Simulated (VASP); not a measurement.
Sb:

```
CELL_PARAMETERS angstrom
2.15060 1.24165 3.74400
-2.15060 1.24165 3.74400
0.00000 -2.48330 3.74400
ATOMIC_POSITIONS crystal
Sb 0.23364 0.23364 0.23364
Sb 0.76636 0.76636 0.76636
```

| Property | Result |
| --- | --- |
| Program | VASP 6.6.1 |
| Task | relaxation of cell and atoms |
| Functional | r2SCAN |
| Dispersion | rVV10 |
| Potentials or basis | VASP PAW PBE potentials, release 64 (Sb) |
| Cutoff | 600 eV |
| k mesh | 12 × 12 × 12 |
| Occupations | gaussian, width 0.1 eV |
| Spin | no spin polarisation |

At the start: pressure 1.6 GPa; volume 29.99 Å³/atom.

Problem. Where does the relaxation end?

Solution. Over 9 steps the energy falls by 3.6 meV/atom and the volume is 30.77 Å³/atom (+2.6 %); space group R-3m (No. 166, to 0.05 Å).

Step by step:
| step | energy change (eV) | largest force (eV/Å) | pressure (GPa) | volume (Å³) |
| --- | --- | --- | --- | --- |
| 1 | 0.0000 | 0.1322 | 1.55 | 59.99 |
| 2 | -0.0024 | 0.1493 | -1.11 | 62.54 |
| 3 | -0.0070 | 0.0276 | 0.03 | 61.37 |
| 4 | -0.0070 | 0.0307 | 0.00 | 61.40 |
| 5 | -0.0071 | 0.0213 | -0.01 | 61.44 |
| 6 | -0.0071 | 0.0027 | -0.02 | 61.52 |
| 7 | -0.0072 | 0.0034 | 0.03 | 61.49 |
| 8 | -0.0072 | 0.0035 | 0.03 | 61.49 |
| 9 | -0.0072 | 0.0021 | 0.00 | 61.54 |

Final structure:
```xyz
2
Lattice="2.1686 1.2520 3.7775 -2.1686 1.2520 3.7775 0.0000 -2.5041 3.7775" Properties=species:S:1:pos:R:3 pbc="T T T"
Sb    0.0000    0.0000    2.6470
Sb    0.0000    0.0000    8.6854
```

Caveat: the PAW data sets were made with another functional, which shifts forces and pressure a little.
